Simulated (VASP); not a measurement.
Output of a VASP run:

### OUTCAR
```
 ion  position               nearest neighbor table
   1  0.500  0.500  0.500-   2 2.87   2 2.87   2 2.87   2 2.87   2 2.87   2 2.87   2 2.87   2 2.87
  LATTYP: Found a simple cubic cell.
 ALAT       =     3.3094645845
 Subroutine PRICEL returns:
 Original cell was already a primitive cell.
 Subroutine GETGRP returns: Found 48 space group operations
The static configuration has the point symmetry O_h .
The dynamic configuration has the point symmetry O_h .
 Subroutine INISYM returns: Found 48 space group operations
 Subroutine IBZKPT returns following result:
 Found     84 irreducible k-points:

 Following reciprocal coordinates:
            Coordinates               Weight
  0.000000  0.000000  0.000000      1.000000
  0.083333  0.000000  0.000000      6.000000
  0.166667  0.000000  0.000000      6.000000
  0.250000  0.000000  0.000000      6.000000
  0.333333  0.000000  0.000000      6.000000
  0.416667  0.000000  0.000000      6.000000
  0.500000  0.000000  0.000000      3.000000
  0.083333  0.083333  0.000000     12.000000
  0.166667  0.083333  0.000000     24.000000
  0.250000  0.083333  0.000000     24.000000
  0.333333  0.083333  0.000000     24.000000
  0.416667  0.083333  0.000000     24.000000
  0.500000  0.083333  0.000000     12.000000
  0.166667  0.166667  0.000000     12.000000
  0.250000  0.166667  0.000000     24.000000
  0.333333  0.166667  0.000000     24.000000
  0.416667  0.166667  0.000000     24.000000
  0.500000  0.166667  0.000000     12.000000
  0.250000  0.250000  0.000000     12.000000
  0.333333  0.250000  0.000000     24.000000
  0.416667  0.250000  0.000000     24.000000
  0.500000  0.250000  0.000000     12.000000
  0.333333  0.333333  0.000000     12.000000
  0.416667  0.333333  0.000000     24.000000
  0.500000  0.333333  0.000000     12.000000
  0.416667  0.416667  0.000000     12.000000
  0.500000  0.416667  0.000000     12.000000
  0.500000  0.500000  0.000000      3.000000
  0.083333  0.083333  0.083333      8.000000
  0.166667  0.083333  0.083333     24.000000
  0.250000  0.083333  0.083333     24.000000
  0.333333  0.083333  0.083333     24.000000
  0.416667  0.083333  0.083333     24.000000
  0.500000  0.083333  0.083333     12.000000
  0.166667  0.166667  0.083333     24.000000
  0.250000  0.166667  0.083333     48.000000
  0.333333  0.166667  0.083333     48.000000
  0.416667  0.166667  0.083333     48.000000
  0.500000  0.166667  0.083333     24.000000
  0.250000  0.250000  0.083333     24.000000
   k-points           NKPTS =     84   k-points in BZ     NKDIM =     84   number of bands    NBANDS=     15
   number of dos      NEDOS =    301   number of ions     NIONS =      2
   total plane-waves  NPLWV =   4096
   dimension x,y,z NGX =    16 NGY =   16 NGZ =   16
   dimension x,y,z NGXF=    32 NGYF=   32 NGZF=   32
   ions per type =               1   1
   PREC   = normal    normal or accurate (medium, high low for compatibility)
   ISTART =      0    job   : 0-new  1-cont  2-samecut
   ICHARG =      2    charge: 1-file 2-atom 10-const
   ISPIN  =      1    spin polarized calculation?
   LNONCOLLINEAR =      F non collinear calculations
   LSORBIT =      F    spin-orbit coupling
   INIWAV =      1    electr: 0-lowe 1-rand  2-diag
   ENCUT  =  400.0 eV  29.40 Ry    5.42 a.u.   5.40  5.40  5.40*2*pi/ulx,y,z
   NELM   =    100;   NELMIN=  4; NELMDL= -5     # of ELM steps
   EDIFF  = 0.1E-04   stopping-criterion for ELM
   LREAL  =      F    real-space projection
   NLSPLINE    = F    spline interpolate recip. space projectors
   LMAXMIX     =    4 max onsite mixed and CHGCAR
   VOSKOWN=      0    Vosko Wilk Nusair interpolation
   EDIFFG = -.3E-01   stopping-criterion for IOM
   NSW    =     20    number of steps for IOM
   NBLOCK =      1;   KBLOCK =     20    inner block; outer block
   IBRION =      2    ionic relax: 0-MD 1-quasi-New 2-CG
   NFREE  =      1    steps in history (QN), initial steepest desc. (CG)
...
```

**OSZICAR**
```
       N       E                     dE             d eps       ncg     rms          rms(c)
DAV:   1     0.142651974659E+03    0.14265E+03   -0.98409E+03  2617   0.164E+03
DAV:   2    -0.229332839759E+01   -0.14495E+03   -0.14137E+03  2618   0.364E+02
DAV:   3    -0.882946226017E+01   -0.65361E+01   -0.65023E+01  3178   0.858E+01
DAV:   4    -0.893936184581E+01   -0.10990E+00   -0.10988E+00  3123   0.106E+01
DAV:   5    -0.894428063885E+01   -0.49188E-02   -0.49187E-02  3663   0.195E+00    0.595E+00
RMM:   6    -0.878412366766E+01    0.16016E+00   -0.31885E-01  2520   0.740E+00    0.301E+00
RMM:   7    -0.875095488928E+01    0.33169E-01   -0.70603E-02  2735   0.294E+00    0.116E+00
RMM:   8    -0.874651243322E+01    0.44425E-02   -0.22975E-02  2617   0.168E+00    0.335E-01
RMM:   9    -0.874608260979E+01    0.42982E-03   -0.39834E-03  3015   0.107E+00    0.131E-01
RMM:  10    -0.874621004414E+01   -0.12743E-03   -0.11545E-03  2648   0.367E-01    0.553E-02
RMM:  11    -0.874617204927E+01    0.37995E-04   -0.25920E-04  2751   0.212E-01    0.307E-02
RMM:  12    -0.874617884096E+01   -0.67917E-05   -0.84497E-05  2713   0.957E-02
   1 F= -.87461788E+01 E0= -.87462659E+01  d E =-.874618E+01
```

### OUTCAR
```
------------------------ aborting loop because EDIFF is reached ----------------------------------------
  FORCE on cell =-STRESS in cart. coord.  units (eV):
  Direction    XX          YY          ZZ          XY          YZ          ZX
  --------------------------------------------------------------------------------------
  Total       -0.1523975     -0.1523975     -0.1523975     -0.0000000     -0.0000000      0.0000000
  in kB       -6.7362030     -6.7362030     -6.7362030     -0.0000000     -0.0000000      0.0000000
  external PRESSURE =      -6.7362030 kB  Pullay stress =       0.0000000 kB
  volume of cell :       36.25
      direct lattice vectors                 reciprocal lattice vectors
     3.309464585  0.000000000  0.000000000     0.302163681  0.000000000  0.000000000
     0.000000000  3.309464585  0.000000000     0.000000000  0.302163681  0.000000000
     0.000000000  0.000000000  3.309464585     0.000000000  0.000000000  0.302163681
 POSITION                                       TOTAL-FORCE (eV/Angst)
 -----------------------------------------------------------------------------------
      1.65473      1.65473      1.65473         0.000000      0.000000      0.000000
      0.00000      0.00000      0.00000         0.000000      0.000000      0.000000
 -----------------------------------------------------------------------------------
    total drift:                                0.000000      0.000000      0.000000
  FREE ENERGIE OF THE ION-ELECTRON SYSTEM (eV)
  ---------------------------------------------------
  free  energy   TOTEN  =        -8.7461788410 eV

  energy  without entropy=       -8.7464399959  energy(sigma->0) =       -8.74626589

 reached required accuracy - stopping structural energy minimisation
```
(Selected blocks of OUTCAR.)

**POSCAR**
```
PdIn
1
    3.3094645845     0.0000000000     0.0000000000
    0.0000000000     3.3094645845     0.0000000000
    0.0000000000     0.0000000000     3.3094645845
In Pd
1 1
Direct
  0.5000000000   0.5000000000   0.5000000000
  0.0000000000   0.0000000000   0.0000000000
```

**Question.** Write an INCAR and KPOINTS that could have produced this output.

**Answer.** This is not unique; one that fits is the input of the run itself, PBE GGA, plane waves, VASP's PBE PAW potentials (set 64).

**KPOINTS**
```
kpoints
0
gamma
12 12 12
```

INCAR:
```
! general
SYSTEM   =  PdIn
PREC     =  Normal
ENCUT    =  400   ! plane-wave cut-off (eV)
LREAL    =  .False.   ! projection in real space or not
LASPH    =  .True.   ! aspherical one-centre terms

! electronic loop
EDIFF    =  1E-5
NELM     =  100   ! most electronic steps
NELMIN   =  4
ALGO     =  Fast
LMAXMIX  =  4   ! l cut-off of mixed one-centre charges

! smearing
ISMEAR   =  1
SIGMA    =  0.1   ! width (eV)

! functional
GGA      =  PE   ! PBE

! ions
IBRION   =  2   ! conjugate gradients
NSW      =  20
ISIF     =  2   ! forces and stress, cell fixed
EDIFFG   =  -0.03

! output
LWAVE    =  .False.
LCHARG   =  .False.
```

POTCAR, in this order: In_d Pd (PBE.64 set). Program: vasp_std.

The compound is PdIn in the CsCl type structure. It was relaxed first, which changed the volume by +6 %. The electron count is odd and the run is not spin-polarised, which forces a metal.
